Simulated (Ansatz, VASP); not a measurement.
**TlIO3: VASP beside Ansatz**

Wanted: the spread between two codes on one cell, functional and k mesh. The cell is taken from a series of runs on this material, whose earlier steps may have relaxed, scaled, displaced or heated it; both programs get it as it stands.

Calculated with Ansatz 0.2.0; plane waves, with VASP 6.6.1 beside it; dielectric response at PBEsol.

## 1. The structure

It takes space group R3m (No. 160, trigonal). Conventional cell: a = 6.302 Å, b = 6.302 Å, c = 7.966 Å, α = 90.00°, β = 90.00°, γ = 120.00°. Tl has 3 O at 2.94 Å nearest. I has 3 O at 1.82 Å nearest. Nearest to O lie 1 I at 1.82 Å. Farther neighbours and most contacts between anions are not listed.

As a file:

```xyz
5
Lattice="3.1508 1.8191 2.6554 -3.1508 1.8191 2.6554 0.0000 -3.6382 2.6554" Properties=species:S:1:pos:R:3 pbc="T T T"
Tl    0.0000    0.0000    0.0697
I     0.0000    0.0000    3.9980
O     1.3907    0.8029    4.8517
O    -1.3907    0.8029    4.8517
O     0.0000   -1.6059    4.8517
```

## 2. VASP: dielectric response, PBEsol

The response to a field tests empty states and converges slowly with the mesh.

Lines of VASP's logs that name or quote its potential files are left out, and so is its time.

Input file INCAR:

```
SYSTEM = TlIO3
PREC = Accurate
ENCUT = 520
EDIFF = 1E-08
NELM = 120
ISMEAR = 0
SIGMA = 0.01
LREAL = .FALSE.
ALGO = Normal
GGA = PS
NBANDS = 25
LORBIT = 11
LWAVE = .FALSE.
LCHARG = .FALSE.
ISIF = 2
LEPSILON = .TRUE.
LASPH = .TRUE.
GGA_COMPAT = .FALSE.
KPAR = 2
```

Input file POSCAR:

```
TlIO3
1.0
    3.1507925805      1.8191109445      2.6554335853
   -3.1507925805      1.8191109445      2.6554335853
    0.0000000000     -3.6382218890      2.6554335853
Tl I O
1 1 3
Direct
    0.0087508500      0.0087508500      0.0087508500
    0.5018673300      0.5018673300      0.5018673300
    0.9032876500      0.4618970900      0.4618970900
    0.4618970900      0.9032876500      0.4618970900
    0.4618970900      0.4618970900      0.9032876500
```

Input file KPOINTS:

```
Automatic mesh
0
Gamma
6 6 6
0 0 0
```

The projector-augmented-wave data sets are Tl_d, I and O (PBE family, release 64).

Run with:

```console
$ mpirun -np 2 vasp_std
```

Numbers of over 12 decimals in the logs are rounded to 6 here.

Log:

```text
[banner, memory and clock lines left out]
running    2 mpi-ranks, on    1 nodes
 distrk:  each k-point on    1 cores,    2 groups
 distr:  one band on    1 cores,    1 groups

 POSCAR found type information on POSCAR TlI O
 POSCAR found :  3 types and       5 ions
|                                                                             |
|               ----> ADVICE to this user running VASP <----                  |
|                                                                             |
|     You enforced a specific xc type in the INCAR file but a different       |
|     [... a line on the potential file left out ...]
|     I HOPE YOU KNOW WHAT YOU ARE DOING!                                     |
|                                                                             |

 LDA part: xc-table for (Slater+PW92), standard interpolation
 POSCAR, INCAR and KPOINTS ok, starting setup
 FFT: planning ... GRIDC
 FFT: planning ... GRID_SOFT
 FFT: planning ... GRID
 WAVECAR not read
 entering main loop
       N       E                     dE             d eps       ncg     rms          rms(c)
DAV:   1     0.237177726807E+03    0.23718E+03   -0.19905E+04  1608   0.139E+03
DAV:   2    -0.138636490820E+02   -0.25104E+03   -0.24526E+03  2016   0.309E+02
DAV:   3    -0.282585396269E+02   -0.14395E+02   -0.14314E+02  1764   0.746E+01
DAV:   4    -0.284298042429E+02   -0.17126E+00   -0.17089E+00  1732   0.869E+00
DAV:   5    -0.284320656743E+02   -0.22614E-02   -0.22612E-02  1764   0.100E+00    0.330E+01
DAV:   6    -0.229705220007E+02    0.54615E+01   -0.22711E+01  1610   0.304E+01    0.140E+01
DAV:   7    -0.228892539031E+02    0.81268E-01   -0.23127E+00  1609   0.914E+00    0.138E+01
DAV:   8    -0.228559915017E+02    0.33262E-01   -0.10897E-01  1714   0.213E+00    0.969E+00
DAV:   9    -0.228360272463E+02    0.19964E-01   -0.61923E-02  1839   0.173E+00    0.118E+00
DAV:  10    -0.228333014696E+02    0.27258E-02   -0.13001E-02  1618   0.726E-01    0.160E+00
DAV:  11    -0.228333321668E+02   -0.30697E-04   -0.14213E-03  1618   0.224E-01    0.986E-01
DAV:  12    -0.228333886172E+02   -0.56450E-04   -0.87988E-05  1747   0.580E-02    0.416E-01
DAV:  13    -0.228333489504E+02    0.39667E-04   -0.10897E-04  1847   0.715E-02    0.293E-02
DAV:  14    -0.228333500365E+02   -0.10861E-05   -0.12894E-05  1613   0.208E-02    0.213E-02
DAV:  15    -0.228333472764E+02    0.27601E-05   -0.10796E-05  1646   0.218E-02    0.375E-02
DAV:  16    -0.228333474700E+02   -0.19360E-06   -0.11799E-06  1611   0.685E-03    0.193E-02
DAV:  17    -0.228333476013E+02   -0.13128E-06   -0.34823E-08  1723   0.122E-03    0.682E-03
DAV:  18    -0.228333476438E+02   -0.42487E-07   -0.63443E-09   800   0.572E-04    0.371E-03
DAV:  19    -0.228333476848E+02   -0.41052E-07   -0.16914E-08   832   0.767E-04    0.772E-04
DAV:  20    -0.228333476866E+02   -0.17653E-08   -0.15144E-09   800   0.240E-04
   1 F= -.22833348E+02 E0= -.22833348E+02  d E =-.916014E-34
 Linear response reoptimize wavefunctions to high precision
DAV:   1    -0.228333476999E+02   -0.13310E-07   -0.15649E-09   800   0.248E-04
DAV:   2    -0.228333476999E+02    0.18190E-10   -0.26832E-10   800   0.954E-05
 Linear response G [H, r] |phi>, progress :
  Direction:   1
       N       E                     dE             d eps       ncg     rms
 LRF_COMMUTATOR internal error: the vector H(1)-e(1) S(1) |phi(0)> is not orthog
 onal to |phi(0)> (-1.058929629231958E-004,-1.361098733720922E-013)
RMM:   1    -0.176716799172E+03   -0.17672E+03   -0.11543E+02  3417   0.103E+02
 LRF_COMMUTATOR internal error: the vector H(1)-e(1) S(1) |phi(0)> is not orthog
 onal to |phi(0)> (-1.058929629231958E-004,-1.361098733720922E-013)
RMM:   2    -0.155855465920E+03    0.20861E+02   -0.16585E+01  2632   0.226E+01
 LRF_COMMUTATOR internal error: the vector H(1)-e(1) S(1) |phi(0)> is not orthog
 onal to |phi(0)> (-1.058929629231958E-004,-1.361098733720922E-013)
RMM:   3    -0.156030124947E+03   -0.17466E+00   -0.26955E-01  2793   0.304E+00
RMM:   4    -0.156035920970E+03   -0.57960E-02   -0.36941E-03  2874   0.419E-01
RMM:   5    -0.156036127279E+03   -0.20631E-03    0.11692E-04  2897   0.784E-02
RMM:   6    -0.156036160085E+03   -0.32807E-04    0.23698E-05  2994   0.150E-02
RMM:   7    -0.156036165255E+03   -0.51695E-05   -0.19269E-05  3061   0.403E-03
RMM:   8    -0.156036164255E+03    0.99996E-06   -0.80665E-05  2960   0.162E-03
RMM:   9    -0.156036164829E+03   -0.57399E-06   -0.11688E-04  2529   0.121E-03
RMM:  10    -0.156036164348E+03    0.48096E-06    0.22859E-05  1689   0.112E-03
RMM:  11    -0.156036164741E+03   -0.39339E-06   -0.27909E-05  1587   0.112E-03
RMM:  12    -0.156036164236E+03    0.50489E-06    0.10108E-05  1541   0.112E-03
 Linear response G [H, r] |phi>, progress :
  Direction:   2
       N       E                     dE             d eps       ncg     rms
[...]
LRF_COMMUTATOR internal error: the vector H(1)-e(1) S(1) |phi(0)> is not orthog
 onal to |phi(0)> (-1.041957846070751E-004,1.987854325591343E-013)
 LRF_COMMUTATOR internal error: the vector H(1)-e(1) S(1) |phi(0)> is not orthog
 onal to |phi(0)> (1.172606093484685E-004,6.088185511288202E-014)
 LRF_COMMUTATOR internal error: the vector H(1)-e(1) S(1) |phi(0)> is not orthog
 onal to |phi(0)> (1.167920146996626E-004,-1.048466868880382E-014)
[...]
RMM:   2    -0.100515742938E+01   -0.38562E-01   -0.41413E-02  2547   0.887E-01
RMM:   3    -0.100594052380E+01   -0.78309E-03   -0.88109E-04  2605   0.124E-01
RMM:   4    -0.100596284151E+01   -0.22318E-04   -0.27682E-05  2659   0.209E-02
RMM:   5    -0.100596375096E+01   -0.90945E-06   -0.16434E-07  2653   0.394E-03
RMM:   6    -0.100596383494E+01   -0.83978E-07    0.11904E-07  2575   0.744E-04
RMM:   7    -0.100596384613E+01   -0.11198E-07    0.36946E-08  1868   0.159E-04
RMM:   8    -0.100596384865E+01   -0.25204E-08    0.27280E-08  1262   0.480E-05
 change of polarisation eV/A/(eV/A) component  2 :     0.100     2.012     0.349
 dielectric tensor                  component  2 :     0.198     4.987     0.692
 Linear response to external field (no local field effect), progress :
  Direction:   3
       N       E                     dE             d eps       ncg     rms          rms(c)
RMM:   1    -0.905726843209E+00   -0.90573E+00   -0.40521E+00  3116   0.427E+00
RMM:   2    -0.941662543196E+00   -0.35936E-01   -0.32266E-02  2568   0.832E-01
RMM:   3    -0.942257044352E+00   -0.59450E-03   -0.79675E-04  2653   0.116E-01
RMM:   4    -0.942273498497E+00   -0.16454E-04   -0.28367E-05  2705   0.199E-02
RMM:   5    -0.942273824442E+00   -0.32594E-06   -0.16245E-06  2699   0.374E-03
RMM:   6    -0.942273802120E+00    0.22321E-07   -0.19128E-07  2580   0.739E-04
RMM:   7    -0.942273794301E+00    0.78190E-08   -0.47866E-08  1826   0.162E-04
 change of polarisation eV/A/(eV/A) component  3 :     0.156     0.351     1.885
 dielectric tensor                  component  3 :     0.309     0.695     4.734
 Linear response to external field, progress :
  Direction:   1
       N       E                     dE             d eps       ncg     rms          rms(c)
RMM:   1    -0.115621370147E+01   -0.11562E+01   -0.59671E+00 10904   0.470E+00
RMM:   2    -0.119242551418E+01   -0.36212E-01   -0.46788E-02  8940   0.939E-01    0.336E+00
RMM:   3    -0.105527271713E+01    0.13715E+00   -0.49819E-01  8025   0.375E+00    0.175E+00
RMM:   4    -0.104661007030E+01    0.86626E-02   -0.16155E-01  8470   0.178E+00    0.697E-01
RMM:   5    -0.106783317372E+01   -0.21223E-01   -0.22873E-02  8827   0.687E-01    0.192E-01
RMM:   6    -0.108047943368E+01   -0.12646E-01   -0.78268E-04  9108   0.170E-01    0.696E-02
RMM:   7    -0.108398152251E+01   -0.35021E-02   -0.22146E-03  8975   0.723E-02    0.175E-02
RMM:   8    -0.108482198489E+01   -0.84046E-03   -0.36438E-04  9295   0.202E-02    0.486E-03
RMM:   9    -0.108487339389E+01   -0.51409E-04   -0.12685E-05  9422   0.397E-03    0.253E-03
RMM:  10    -0.108490719784E+01   -0.33804E-04    0.59213E-05  9444   0.154E-03    0.464E-04
RMM:  11    -0.108490998026E+01   -0.27824E-05    0.26448E-05  9605   0.403E-04    0.176E-04
RMM:  12    -0.108490997544E+01    0.48199E-08    0.66773E-06  8522   0.247E-04    0.663E-05
RMM:  13    -0.108490999154E+01   -0.16104E-07    0.52059E-06  6465   0.732E-05    0.395E-05
RMM:  14    -0.108490911816E+01    0.87338E-06   -0.63112E-07  3829   0.518E-05    0.115E-05
RMM:  15    -0.108490892030E+01    0.19786E-06   -0.19700E-07   810   0.390E-05    0.234E-06
 change of polarisation eV/A/(eV/A) component  1 :     2.010    -0.000     0.000
 dielectric tensor                  component  1 :     4.984    -0.001     0.000
 Linear response to external field, progress :
  Direction:   2
       N       E                     dE             d eps       ncg     rms          rms(c)
RMM:   1    -0.115455404805E+01   -0.11546E+01   -0.59505E+00  6604   0.470E+00
RMM:   2    -0.119239168792E+01   -0.37838E-01   -0.48125E-02  5436   0.946E-01    0.336E+00
RMM:   3    -0.105848106989E+01    0.13391E+00   -0.53019E-01  4876   0.375E+00    0.175E+00
RMM:   4    -0.104399067797E+01    0.14490E-01   -0.13535E-01  5125   0.178E+00    0.698E-01
RMM:   5    -0.106764592121E+01   -0.23655E-01   -0.20733E-02  5365   0.685E-01    0.192E-01
RMM:   6    -0.108053317868E+01   -0.12887E-01   -0.85369E-04  5520   0.170E-01    0.698E-02
RMM:   7    -0.108390542126E+01   -0.33722E-02   -0.14667E-03  5408   0.719E-02    0.178E-02
RMM:   8    -0.108480661009E+01   -0.90119E-03   -0.23556E-04  5638   0.203E-02    0.488E-03
RMM:   9    -0.108486469879E+01   -0.58089E-04    0.28391E-06  5699   0.356E-03    0.298E-03
RMM:  10    -0.108491229394E+01   -0.47595E-04    0.37336E-05  5587   0.205E-03    0.532E-04
RMM:  11    -0.108491603196E+01   -0.37380E-05    0.10412E-05  5893   0.406E-04    0.211E-04
RMM:  12    -0.108491611488E+01   -0.82914E-07   -0.60362E-07  5208   0.332E-04    0.440E-05
RMM:  13    -0.108491506371E+01    0.10512E-05    0.32257E-07  3562   0.691E-05    0.342E-05
RMM:  14    -0.108491469595E+01    0.36776E-06   -0.68148E-07  2472   0.544E-05    0.900E-06
 change of polarisation eV/A/(eV/A) component  2 :     0.195     2.010    -0.000
 dielectric tensor                  component  2 :     0.386     4.984    -0.000
 Linear response to external field, progress :
  Direction:   3
       N       E                     dE             d eps       ncg     rms          rms(c)
RMM:   1    -0.905726843209E+00   -0.90573E+00   -0.40521E+00  3116   0.427E+00
RMM:   2    -0.941662601659E+00   -0.35936E-01   -0.32266E-02  2568   0.832E-01    0.636E+00
RMM:   3    -0.844166030621E+00    0.97497E-01   -0.24549E-01  2323   0.248E+00    0.409E+00
RMM:   4    -0.855369144184E+00   -0.11203E-01   -0.54925E-02  2405   0.137E+00    0.168E+00
RMM:   5    -0.878033335069E+00   -0.22664E-01   -0.84227E-03  2514   0.466E-01    0.279E-01
RMM:   6    -0.879442072575E+00   -0.14087E-02   -0.12431E-03  2537   0.171E-01    0.660E-02
RMM:   7    -0.880923900871E+00   -0.14818E-02   -0.81089E-05  2633   0.530E-02    0.163E-02
RMM:   8    -0.881429543557E+00   -0.50564E-03   -0.88628E-06  2643   0.174E-02    0.668E-03
RMM:   9    -0.881766461601E+00   -0.33692E-03   -0.62899E-07  2650   0.641E-03    0.199E-03
RMM:  10    -0.881871298930E+00   -0.10484E-03   -0.26498E-07  2657   0.173E-03    0.641E-04
RMM:  11    -0.881880340698E+00   -0.90418E-05   -0.31269E-09  2801   0.520E-04    0.246E-04
RMM:  12    -0.881880058442E+00    0.28226E-06    0.44655E-07  2411   0.141E-04    0.582E-05
RMM:  13    -0.881879916012E+00    0.14243E-06    0.45043E-08  1166   0.465E-05    0.254E-05
RMM:  14    -0.881879714033E+00    0.20198E-06   -0.93915E-08   571   0.403E-05    0.419E-06
 change of polarisation eV/A/(eV/A) component  3 :     0.147     0.333     1.632
 dielectric tensor                  component  3 :     0.291     0.661     4.235
 Born effective charges drift removed
```

Parts of OUTCAR (step 2):

```text
ion  position               nearest neighbor table
   1  0.009  0.009  0.009-   5 2.94   4 2.94   3 2.94
   2  0.502  0.502  0.502-   5 1.82   4 1.82   3 1.82   5 2.72   4 2.72   3 2.72
   3  0.903  0.462  0.462-   2 1.82   2 2.72   1 2.94
   4  0.462  0.903  0.462-   2 1.82   2 2.72   1 2.94
   5  0.462  0.462  0.903-   2 1.82   2 2.72   1 2.94

  LATTYP: Found a trigonal (rhomboedric) cell.
 ALAT       =     4.5042186936
 COS(alpha) =     0.0213425950

 Subroutine GETGRP returns: Found  6 space group operations
 (whereof  6 operations were pure point group operations)

The static configuration has the point symmetry C_3v.

 Found     32 irreducible k-points:

   k-points           NKPTS =     32   k-points in BZ     NKDIM =     32   number of bands    NBANDS=     25

   dimension x,y,z NGX =    36 NGY =   36 NGZ =   36
   dimension x,y,z NGXF=    72 NGYF=   72 NGZF=   72

   ENCUT  =  520.0 eV  38.22 Ry    6.18 a.u.   8.37  8.37  8.37*2*pi/ulx,y,z

   NELECT =      38.0000    total number of electrons

 k-points in reciprocal lattice and weights: Automatic mesh
   0.00000000  0.00000000  0.00000000       0.005
   0.16666667 -0.00000000  0.00000000       0.028
   0.33333333  0.00000000 -0.00000000       0.028
   0.50000000  0.00000000  0.00000000       0.014
   0.16666667  0.16666667  0.00000000       0.028
   0.33333333  0.16666667  0.00000000       0.056
   0.50000000  0.16666667  0.00000000       0.056
  -0.33333333  0.16666667  0.00000000       0.056
  -0.16666667  0.16666667  0.00000000       0.028
[...]
-0.33333333  0.50000000  0.33333333       0.028
   0.50000000  0.50000000  0.50000000       0.005

 average (electrostatic) potential at core
       1 -83.9540       2 -94.6298       3 -70.9120       4 -70.9120       5 -70.9120

  Total        0.4141884      0.4141884      0.0493696     -0.0000000      0.0000000      0.0000000
  in kB        7.2667927      7.2667927      0.8661731     -0.0000000      0.0000000      0.0000000
  external PRESSURE =       5.1332528 kB  Pullay stress =       0.0000000 kB

  energy-cutoff  :      520.00
  volume of cell :       91.32
      direct lattice vectors                 reciprocal lattice vectors
     3.150792581  1.819110944  2.655433585     0.158690230  0.091619847  0.125528778
    -3.150792581  1.819110944  2.655433585    -0.158690230  0.091619847  0.125528778
     0.000000000 -3.638221889  2.655433585     0.000000000 -0.183239694  0.125528778

 POSITION                                       TOTAL-FORCE (eV/Angst)
 -----------------------------------------------------------------------------------
      0.00000      0.00000      0.06971         0.000000     -0.000000      0.036345
      0.00000      0.00000      3.99803         0.000000     -0.000000     -0.731953
      1.39073      0.80294      4.85169         0.426576      0.246284      0.231869
     -1.39073      0.80294      4.85169        -0.426576      0.246284      0.231869
      0.00000     -1.60588      4.85169         0.000000     -0.492568      0.231869
 -----------------------------------------------------------------------------------
    total drift:                               -0.000000      0.000001      0.000300

 MACROSCOPIC STATIC DIELECTRIC TENSOR (including local field effects in DFT)
 ------------------------------------------------------
           4.983610     0.000000    -0.000000
           0.000000     4.983610     0.000000
           0.000000     0.000000     4.234796
 ------------------------------------------------------

 PIEZOELECTRIC TENSOR (including local field effects)  for field in x, y, z        (C/m^2)
          XX          YY          ZZ          XY          YZ          ZX
  --------------------------------------------------------------------------------
  x     0.00000     0.00000     0.00000    -0.18802    -0.00000    -0.25546
  y    -0.18802     0.18802     0.00000     0.00000    -0.25546     0.00000
  z     0.02022     0.02022    -0.00232     0.00000    -0.00000     0.00000

 BORN EFFECTIVE CHARGES (including local field effects) (in |e|, cummulative output)
 ---------------------------------------------------------------------------------
 ion    1
    1     1.97020     0.00000     0.00000
    2     0.00000     1.97020    -0.00000
    3     0.00000     0.00000     1.75488
 ion    2
    1     4.56482     0.00000     0.00000
    2     0.00000     4.56482     0.00000
    3     0.00000     0.00000     2.84875
 ion    3
    1    -2.61007    -0.74777    -0.87846
    2    -0.74777    -1.74662    -0.50718
    3    -0.23662    -0.13661    -1.53454
 ion    4
    1    -2.61007     0.74777     0.87846
    2     0.74777    -1.74662    -0.50718
    3     0.23662    -0.13661    -1.53454
 ion    5
    1    -1.31489     0.00000     0.00000
    2    -0.00000    -3.04179     1.01436
    3     0.00000     0.27323    -1.53454
```

The gap is read on the k-mesh alone, so it is an upper bound where the band edges lie off the mesh. Energies printed during the response cycles are not total energies of the cell. The PAW data sets were made with PBE, which is usual practice but a small mismatch for other functionals.

(Part 1 of 2 ends here.)

[Lines on the potential files, build, host, timing and source positions are cut from VASP's logs without a mark.]

[Logs are printed without paths, hosts, clocks, repeated set-up lines and the standing remarks that a program may print on its own settings, such as how far it seeks lower states.]

[Hosts, paths, dates, database ids (printed as entryN), source tags and the programs' standing remarks are cut or masked in the printed files.]
